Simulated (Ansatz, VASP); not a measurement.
Sc2GaSbAs2: VASP beside Ansatz

```
Sc Ga Sb As
1.0
     3.99524    0.00000    0.00000
     0.00000    3.99524    0.00000
     0.00000    0.00000    7.88661
Sc Ga Sb As
2 1 1 2
Direct
  0.50000 0.00000 0.32203
  0.00000 0.50000 0.67797
  0.00000 0.00000 0.00000
  0.50000 0.50000 0.00000
  0.50000 0.00000 0.66696
  0.00000 0.50000 0.33304
```

Change from the starting cell: species swapped into the Nd2FeSi2Ru type (P-4m2, No. 115).

Alike in both runs: functional PBE; k mesh 4 × 4 × 4; occupations gaussian, width 0.1 eV; no spin polarisation.

Ansatz relaxed the structure, and its values are those at the end. VASP's run is a single point on that final structure, the one shown.

|  | VASP | Ansatz |
| --- | --- | --- |
| version | VASP 6.6.1 | Ansatz 0.2.0 |
| potentials or method | VASP PAW PBE potentials, release 64 (Sc_sv, Ga_d, Sb, As) | scalar-relativistic, plane waves, PAW |
| plane-wave cutoff (eV) | 520 | 420 |
| valence electrons in the cell | 50 | 80 |

VASP gave:

- gap on the k mesh at the Fermi level (eV): none
- pressure (GPa): 0.1
- rms of the force components (eV/Å): 0.002

Problem. What did Ansatz give for the same quantities?

Solution. gap on the k mesh at the Fermi level (eV): none; pressure (GPa): 0.0; rms of the force components (eV/Å): 0.003.

A gap of «none» marks a metal or a gap that the smearing closes. The functional is the same, so the differences come from potentials, cutoffs and numerics. The two sets of potentials don't hold the same shells in valence.

Caveats: the k mesh is coarse (spacing up to 0.39 Å⁻¹), so the values aren't converged. Spin-orbit coupling is left out, which matters for the levels of Sb.
